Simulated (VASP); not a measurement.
# Ge7Au (P-43m) in VASP: further runs

One crystal, Ge7Au, is run at these levels: AM05, PW91; tasks: band structure.

Program: VASP 6.6.1. These are calculated values, not measurements. Logs are shortened: lines on timing, memory, paths and dates and some standing lists are left out, and cuts for length are marked.

### Step 1. Starting point

It takes space group P-43m (No. 215, cubic). Conventional cell: a = 5.798 Å, b = 5.798 Å, c = 5.798 Å, α = 90.00°, β = 90.00°, γ = 90.00°. Ge (site symmetry 3m) has 3 Ge at 2.51 Å and 1 Au at 2.52 Å as nearest neighbours. Around Ge (site symmetry -42m) lie 4 Ge at 2.51 Å. Au (site symmetry -43m) has 4 Ge at 2.52 Å as nearest neighbours.

The cell was built by a generator and needn't be a form met in nature.

### Step 2. Band structure, AM05

POSCAR reads:

```
Ge7Au
1.0
    5.7979500000      0.0000000000      0.0000000000
    0.0000000000      5.7979500000      0.0000000000
    0.0000000000      0.0000000000      5.7979500000
Ge Au
7 1
Direct
    0.2510200000      0.2510200000      0.2510200000
    0.0000000000      0.5000000000      0.5000000000
    0.5000000000      0.5000000000      0.0000000000
    0.5000000000      0.0000000000      0.5000000000
    0.7489800000      0.2510200000      0.7489800000
    0.7489800000      0.7489800000      0.2510200000
    0.2510200000      0.7489800000      0.7489800000
    0.0000000000      0.0000000000      0.0000000000
```

INCAR.step1 reads:

```
PREC = Accurate ; ENCUT = 520
EDIFF = 1E-6 ; ISMEAR = -1
SIGMA = 0.05 ; LREAL = False
LASPH = True ; NELM = 60
ALGO = Normal ; ISIF = 2
LWAVE = False ; LCHARG = True
LMAXMIX = 4 ; GGA = AM
```

KPOINTS.step1 reads:

```
regular mesh
0
Gamma
  4 4 4
```

INCAR.step2 reads:

```
PREC = Accurate ; ENCUT = 520
EDIFF = 1E-6 ; ISMEAR = 0
SIGMA = 0.05 ; LREAL = False
LASPH = True ; NELM = 60
ALGO = Normal ; ISIF = 2
LWAVE = False ; LCHARG = False
LMAXMIX = 4 ; GGA = AM
ICHARG = 11
```

KPOINTS.step2 reads:

```
path GXMGRX,MR
20
line-mode
reciprocal
 0.0000000000  0.0000000000  0.0000000000  G
 0.0000000000  0.5000000000  0.0000000000  X

 0.0000000000  0.5000000000  0.0000000000  X
 0.5000000000  0.5000000000  0.0000000000  M

 0.5000000000  0.5000000000  0.0000000000  M
 0.0000000000  0.0000000000  0.0000000000  G

 0.0000000000  0.0000000000  0.0000000000  G
 0.5000000000  0.5000000000  0.5000000000  R

 0.5000000000  0.5000000000  0.5000000000  R
 0.0000000000  0.5000000000  0.0000000000  X

 0.5000000000  0.5000000000  0.0000000000  M
 0.5000000000  0.5000000000  0.5000000000  R
```

Potentials or basis: VASP PAW PBE potentials, release 64 (Ge_d, Au).

Run with:

```
cat potpaw_PBE.64/Ge_d/POTCAR potpaw_PBE.64/Au/POTCAR > POTCAR
cp INCAR.step1 INCAR
cp KPOINTS.step1 KPOINTS
mpirun -np 1 vasp_std > vasp.out
cp INCAR.step2 INCAR
cp KPOINTS.step2 KPOINTS
mpirun -np 1 vasp_std > vasp.out
```

OUTCAR:

```text
PREC = Accurate
   ENCUT = 520
   EDIFF = 1E-6
   ISMEAR = 0
   LREAL = False
   LASPH = True
   NELM = 60
   ISIF = 2
   GGA = AM
   ICHARG = 11

 ion  position               nearest neighbor table
   1  0.251  0.251  0.251-   2 2.51   3 2.51   4 2.51   8 2.52
   2  0.000  0.500  0.500-   1 2.51   5 2.51   6 2.51   7 2.51
   3  0.500  0.500  0.000-   1 2.51   5 2.51   6 2.51   7 2.51
   4  0.500  0.000  0.500-   1 2.51   5 2.51   6 2.51   7 2.51
   5  0.749  0.251  0.749-   2 2.51   3 2.51   4 2.51   8 2.52
   6  0.749  0.749  0.251-   2 2.51   3 2.51   4 2.51   8 2.52
   7  0.251  0.749  0.749-   2 2.51   3 2.51   4 2.51   8 2.52
   8  0.000  0.000  0.000-   1 2.52   5 2.52   6 2.52   7 2.52

  LATTYP: Found a simple cubic cell.
 ALAT       =     5.7979500000

  Lattice vectors:

 A1 = (   5.7979500000,   0.0000000000,   0.0000000000)
 A2 = (   0.0000000000,   5.7979500000,   0.0000000000)
 A3 = (   0.0000000000,   0.0000000000,   5.7979500000)

Analysis of symmetry for initial positions (statically):
=====================================================================
 Subroutine PRICEL returns:
 Original cell was already a primitive cell.

 Routine SETGRP: Setting up the symmetry group for a
 simple cubic supercell.

 Subroutine GETGRP returns: Found 24 space group operations
 (whereof 24 operations were pure point group operations)
 out of a pool of 48 trial point group operations.

The static configuration has the point symmetry T_d .

Analysis of symmetry for dynamics (positions and initial velocities):
=====================================================================
 Subroutine PRICEL returns:
 Original cell was already a primitive cell.

 Routine SETGRP: Setting up the symmetry group for a
 simple cubic supercell.

 Subroutine GETGRP returns: Found 24 space group operations
 (whereof 24 operations were pure point group operations)
 out of a pool of 48 trial point group operations.

The dynamic configuration has the point symmetry T_d .

 Subroutine INISYM returns: Found 24 space group operations
 (whereof 24 operations are pure point group operations),
 and found     1 'primitive' translations

----------------------------------------------------------------------------------------

                                     Primitive cell

  volume of cell :     194.9052

  direct lattice vectors                    reciprocal lattice vectors
     5.797950000  0.000000000  0.000000000     0.172474754  0.000000000  0.000000000
     0.000000000  5.797950000  0.000000000     0.000000000  0.172474754  0.000000000
     0.000000000  0.000000000  5.797950000     0.000000000  0.000000000  0.172474754

  length of vectors
     5.797950000  5.797950000  5.797950000     0.172474754  0.172474754  0.172474754

  position of ions in fractional coordinates (direct lattice)
     0.251020000  0.251020000  0.251020000
     0.000000000  0.500000000  0.500000000
     0.500000000  0.500000000  0.000000000
     0.500000000  0.000000000  0.500000000
     0.748980000  0.251020000  0.748980000
     0.748980000  0.748980000  0.251020000
     0.251020000  0.748980000  0.748980000
     0.000000000  0.000000000  0.000000000

  ion indices of the primitive-cell ions
   primitive index   ion index
                 1           1
                 2           2
                 3           3
                 4           4
                 5           5
                 6           6
                 7           7
                 8           8

----------------------------------------------------------------------------------------

 KPOINTS: path GXMGRX,MR

Interpolating k-points between supplied coordinates.

 Line segments in fractional coordinates (reciprocal lattice):
    0.000000  0.000000  0.000000  ...  0.000000  0.500000  0.000000
    0.000000  0.500000  0.000000  ...  0.500000  0.500000  0.000000
    0.500000  0.500000  0.000000  ...  0.000000  0.000000  0.000000
    0.000000  0.000000  0.000000  ...  0.500000  0.500000  0.500000
    0.500000  0.500000  0.500000  ...  0.000000  0.500000  0.000000
    0.500000  0.500000  0.000000  ...  0.500000  0.500000  0.500000

 Generated    20 points on each line segment, for a total of    120 k-points:

 Following reciprocal coordinates:
            Coordinates               Weight
  0.000000  0.000000  0.000000      0.008333
  0.000000  0.026316  0.000000      0.008333
  0.000000  0.052632  0.000000      0.008333
  0.000000  0.078947  0.000000      0.008333
  0.000000  0.105263  0.000000      0.008333
  0.000000  0.131579  0.000000      0.008333
[... 16 lines left out ...]
  0.052632  0.500000  0.000000      0.008333
  0.078947  0.500000  0.000000      0.008333
 [... further k-points ...]
   k-points           NKPTS =    120   k-points in BZ     NKDIM =    120   number of bands    NBANDS=     65
   number of dos      NEDOS =    301   number of ions     NIONS =      8
   total plane-waves  NPLWV = 110592
   dimension x,y,z NGX =    48 NGY =   48 NGZ =   48
   dimension x,y,z NGXF=    96 NGYF=   96 NGZF=   96
   ions per type =               7   1
   NGX,Y,Z   is equivalent  to a cutoff of  13.76, 13.76, 13.76 a.u.
   NGXF,Y,Z  is equivalent  to a cutoff of  27.53, 27.53, 27.53 a.u.
 SYSTEM =  unknown system
   PREC   = accura    normal or accurate (medium, high low for compatibility)
   ISTART =      0    job   : 0-new  1-cont  2-samecut
   ICHARG =     11    charge: 1-file 2-atom 10-const
   ISPIN  =      1    spin polarized calculation?
   LNONCOLLINEAR =      F non collinear calculations
   LSORBIT =      F    spin-orbit coupling
   LASPH  =      T    aspherical Exc in radial PAW
   ENCUT  =  520.0 eV  38.22 Ry    6.18 a.u.  10.78 10.78 10.78*2*pi/ulx,y,z
   NELM   =     60;   NELMIN=  2; NELMDL=  0     # of ELM steps
   EDIFF  = 0.1E-05   stopping-criterion for ELM
   LREAL  =      F    real-space projection
   EDIFFG = 0.1E-04   stopping-criterion for IOM
   NSW    =      0    number of steps for IOM
   IBRION =     -1    ionic relax: 0-MD 1-quasi-New 2-CG
   NFREE  =      0    steps in history (QN), initial steepest desc. (CG)
   ISIF   =      2    stress and relaxation
   ISYM   =      2    0-nonsym 1-usesym 2-fastsym
   POTIM  = 0.5000    time-step for ionic-motion
   TEBEG  =    0.0;   TEEND  =   0.0 temperature during run
   PSTRESS=    0.0 pullay stress
   NELECT =     109.0000    total number of electrons
   NUPDOWN=      -1.0000    fix difference up-down
   EMIN   =  10.00;   EMAX   =-10.00  energy-range for DOS
   EFERMI =   0.00;   METHOD = LEGACY
   ISMEAR =     0;   SIGMA  =   0.05  broadening in eV -4-tet -1-fermi 0-gaus
   EFERMI_NEDOS =   21; number of points for ismear=-14 and -15
   IALGO  =     38    algorithm
   IMIX   =      4    mixing-type and parameters
     AMIX     =   0.40;   BMIX     =  1.00
     AMIX_MAG =   1.60;   BMIX_MAG =  1.00
  volume/ion in A,a.u.               =      24.36       164.41
  Fermi-wavevector in a.u.,A,eV,Ry     =   1.348784  2.548833 24.751982  1.819219
  Thomas-Fermi vector in A             =   2.476425
   LORBIT       =      0    0 simple, 1 ext, 2 COOP (PROOUT), +10 PAW based schemes
   GGA     = AM    functional components
   LHFCALC =     F    Hartree Fock is set to
   AEXX    =    0.0000 exact exchange contribution
   IVDW    =     0    specifies the selected vdW correction
   LEPSILON=     F    determine dielectric tensor
   LRPA    =     F    only Hartree local field effects (RPA)
 non-spin polarized calculation
 Gauss-broadening in eV      SIGMA  =   0.05
  energy-cutoff  :      520.00
  volume of cell :      194.91
 maximum number of plane-waves:      5276
 NGX is ok and might be reduce to    48

 number of electron     109.0000095 magnetization

 Free energy of the ion-electron system (eV)
  ---------------------------------------------------
  ext. energy  EPLUGINS =         0.00000000
  ---------------------------------------------------
  free energy    TOTEN  =       -34.42429752 eV

  energy without entropy =      -34.42196494  energy(sigma->0) =      -34.42313123

 E-fermi :   4.3967     XC(G=0):  -9.7815

 val. band max:        4.3938735391   @ k =   0.5000   0.5000   0.3421
 cond. band min:       4.4149002381   @ k =   0.3158   0.5000   0.0000
 fundamental gap:      0.0210266990
 Fermi energy:         4.3966671361

 k-point     1 :       0.0000    0.0000    0.0000
  band No.  band energies     occupation
      1     -20.4654      2.00000
      2     -20.4654      2.00000
      3     -20.4654      2.00000
      4     -20.4546      2.00000
      5     -20.4546      2.00000
      6     -20.4546      2.00000
[... 57 lines left out ...]
     64       7.8960      0.00000
     65       7.8960      0.00000

 k-point     2 :       0.0000    0.0263    0.0000
  band No.  band energies     occupation
      1     -20.4654      2.00000
      2     -20.4654      2.00000
      3     -20.4654      2.00000
      4     -20.4547      2.00000
      5     -20.4546      2.00000
      6     -20.4546      2.00000
[... 57 lines left out ...]
     64       7.8891      0.00000
     65       7.9157      0.00000

 k-point     3 :       0.0000    0.0526    0.0000
  band No.  band energies     occupation
      1     -20.4656      2.00000
      2     -20.4655      2.00000
      3     -20.4655      2.00000
      4     -20.4550      2.00000
      5     -20.4546      2.00000
      6     -20.4546      2.00000
[... 1417 lines left out ...]
     64       9.2812      0.00000
     65       9.3356      0.00000

 k-point    24 :       0.0789    0.5000    0.0000
  band No.  band energies     occupation
      1     -20.4733      2.00000
      2     -20.4706      2.00000
      3     -20.4693      2.00000
      4     -20.4659      2.00000
      5     -20.4560      2.00000
      6     -20.4552      2.00000
[... 57 lines left out ...]
     64       9.2739      0.00000
     65       9.3362      0.00000

 [... further k-points ...]
[... 5 lines left out ...]
  --------------------------------------------------------------------------------------
  -------------------------------------------------------------------------------------
  Total        1.9729076      1.9729076      1.9729076      0.0000000     -0.0000000      0.0000000
  in kB       16.2178742     16.2178742     16.2178742      0.0000000     -0.0000000      0.0000000
  external PRESSURE =      16.2178742 kB  Pullay stress =       0.0000000 kB

 VOLUME and BASIS-vectors are now :
 -----------------------------------------------------------------------------
  energy-cutoff  :      520.00
  volume of cell :      194.91
      direct lattice vectors                 reciprocal lattice vectors
     5.797950000  0.000000000  0.000000000     0.172474754  0.000000000  0.000000000
     0.000000000  5.797950000  0.000000000     0.000000000  0.172474754  0.000000000
     0.000000000  0.000000000  5.797950000     0.000000000  0.000000000  0.172474754

 POSITION                                       TOTAL-FORCE (eV/Angst)
 -----------------------------------------------------------------------------------
      1.45540      1.45540      1.45540         0.075223      0.075223      0.075223
      0.00000      2.89898      2.89898        -0.000000     -0.000000      0.000000
      2.89898      2.89898      0.00000        -0.000000     -0.000000      0.000000
      2.89898      0.00000      2.89898        -0.000000     -0.000000      0.000000
      4.34255      1.45540      4.34255        -0.075223      0.075223     -0.075223
      4.34255      4.34255      1.45540        -0.075223     -0.075223      0.075223
      1.45540      4.34255      4.34255         0.075223     -0.075223     -0.075223
      0.00000      0.00000      0.00000        -0.000000     -0.000000      0.000000
 -----------------------------------------------------------------------------------
    total drift:                                0.000000      0.000000      0.000000

  FREE ENERGIE OF THE ION-ELECTRON SYSTEM (eV)
  ---------------------------------------------------
  free  energy   TOTEN  =       -34.4242975223 eV

  energy  without entropy=      -34.4219649382  energy(sigma->0) =      -34.42313123
```

Wall time 13 min (1 thread of Intel Xeon Platinum 8488C (Sapphire Rapids), shared host); peak memory 1.1 GiB.

What came out:

```
Band gap along the path : none (metal or under the smearing width)
```

Levels at the corners of the path, in eV from the Fermi level:
| point | band 52 | band 53 | band 54 | band 55 | band 56 | band 57 |
| --- | --- | --- | --- | --- | --- | --- |
| Γ | -1.66 | -1.66 | 0.26 | 1.63 | 1.63 | 1.63 |
| X | -1.80 | -1.36 | -1.36 | -0.03 | -0.03 | 1.67 |
| X | -1.80 | -1.36 | -1.36 | -0.03 | -0.03 | 1.67 |
| M | -1.79 | -1.12 | -0.77 | 0.52 | 0.52 | 2.16 |
| M | -1.79 | -1.12 | -0.77 | 0.52 | 0.52 | 2.16 |
| Γ | -1.66 | -1.66 | 0.26 | 1.63 | 1.63 | 1.63 |
| Γ | -1.66 | -1.66 | 0.26 | 1.63 | 1.63 | 1.63 |
| R | -0.87 | -0.87 | 0.69 | 0.69 | 0.69 | 1.14 |
| R | -0.87 | -0.87 | 0.69 | 0.69 | 0.69 | 1.14 |
| X | -1.80 | -1.36 | -1.36 | -0.03 | -0.03 | 1.67 |
| M | -1.79 | -1.12 | -0.77 | 0.52 | 0.52 | 2.16 |
| R | -0.87 | -0.87 | 0.69 | 0.69 | 0.69 | 1.14 |

Caveat: the log is that of the step along the path at fixed density, whose energy, stress, charges and moments have no meaning; the PAW data sets were made with another functional, which shifts forces and pressure a little; spin-orbit coupling is left out, which moves the levels of the heavy elements.

### Step 3. Band structure, PW91

POSCAR is that of step 2.

INCAR.step1, as its differences from that of step 2:

```diff
@@ -6,2 +6,2 @@
 LWAVE = False ; LCHARG = True
-LMAXMIX = 4 ; GGA = AM
+LMAXMIX = 4 ; GGA = 91
```

KPOINTS.step1 is that of step 2.

INCAR.step2, as its differences from that of step 2:

```diff
@@ -6,3 +6,3 @@
 LWAVE = False ; LCHARG = False
-LMAXMIX = 4 ; GGA = AM
+LMAXMIX = 4 ; GGA = 91
 ICHARG = 11
```

KPOINTS.step2 is that of step 2.

Potentials or basis: VASP PAW PBE potentials, release 64 (Ge_d, Au).

Run with:

```
cat potpaw_PBE.64/Ge_d/POTCAR potpaw_PBE.64/Au/POTCAR > POTCAR
cp INCAR.step1 INCAR
cp KPOINTS.step1 KPOINTS
mpirun -np 1 vasp_std > vasp.out
cp INCAR.step2 INCAR
cp KPOINTS.step2 KPOINTS
mpirun -np 1 vasp_std > vasp.out
```

Wall time 12 min (1 thread of Intel Xeon Platinum 8488C (Sapphire Rapids), shared host); peak memory 1.1 GiB.

It converged, with:

```
Band gap along the path : none (metal or under the smearing width)
```

Levels at the corners of the path, in eV from the Fermi level:
```csv
point,band 51,band 52,band 53,band 54,band 55,band 56,band 57,band 58
Γ,-1.66,-1.66,-1.66,0.24,1.63,1.63,1.63,1.75
X,-2.54,-1.81,-1.36,-1.36,-0.03,-0.03,1.66,2.18
X,-2.54,-1.81,-1.36,-1.36,-0.03,-0.03,1.66,2.18
M,-2.49,-1.79,-1.12,-0.77,0.52,0.52,2.15,2.15
M,-2.49,-1.79,-1.12,-0.77,0.52,0.52,2.15,2.15
Γ,-1.66,-1.66,-1.66,0.24,1.63,1.63,1.63,1.75
Γ,-1.66,-1.66,-1.66,0.24,1.63,1.63,1.63,1.75
R,-1.00,-0.88,-0.88,0.67,0.67,0.67,1.15,1.15
R,-1.00,-0.88,-0.88,0.67,0.67,0.67,1.15,1.15
X,-2.54,-1.81,-1.36,-1.36,-0.03,-0.03,1.66,2.18
M,-2.49,-1.79,-1.12,-0.77,0.52,0.52,2.15,2.15
R,-1.00,-0.88,-0.88,0.67,0.67,0.67,1.15,1.15
```

Caveat: the log is that of the step along the path at fixed density, whose energy, stress, charges and moments have no meaning; the PAW data sets were made with another functional, which shifts forces and pressure a little; spin-orbit coupling is left out, which moves the levels of the heavy elements.
